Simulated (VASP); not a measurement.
A convergence study with VASP on WSe$_{2}$ (2H layered): one setting is varied, all else stays as given below, so the limit is that of these other settings. Each run relaxes cell and ions from the cell shown.

```
CELL_PARAMETERS angstrom
      1.64000    -2.84056     0.00000
      1.64000     2.84056     0.00000
      0.00000     0.00000    12.96000
ATOMIC_POSITIONS crystal
  W  0.33333 0.66667 0.25000
  W  0.66667 0.33333 0.75000
  Se 0.33333 0.66667 0.87900
  Se 0.66667 0.33333 0.37900
  Se 0.66667 0.33333 0.12100
  Se 0.33333 0.66667 0.62100
```

The numbers are results of LDA (Ceperley-Alder, Perdew-Zunger), VASP's LDA PAW potentials (set 64) (plane waves; VASP 6.6.1), not measurements. The tightest run used: 550 eV cut-off, 12×12×3 Γ-centred mesh, Gaussian smearing of 0.050 eV, potentials W_sv Se.

```
setting     relaxed volume (Å³/atom)  E (eV/atom)  irreducible k-points
----------  ------------------------  -----------  --------------------
2×2×1 mesh                    20.979      -7.7122                     2
3×3×1 mesh                    20.551      -8.0668                     3
4×4×1 mesh                    19.950      -8.0923                     4
5×5×1 mesh                    19.944      -8.0738                     5
6×6×1 mesh                    19.938      -8.0736                     7
```

Question: These are the cheaper rows. Estimate the results at 12×12×3 mesh, and how far the last row shown lies from them.

Answer: 
| quantity | tightest run | last row shown is off by |
|---|---|---|
| relaxed volume (Å³/atom) | 19.610 | 0.329 |
| E (eV/atom) | -8.0823 | 0.0087 |

Left out are rungs that failed or repeat a setting and relaxations that didn't move; long series are thinned to 24 rows.

The compound is WSe2 in the 2H layered structure.
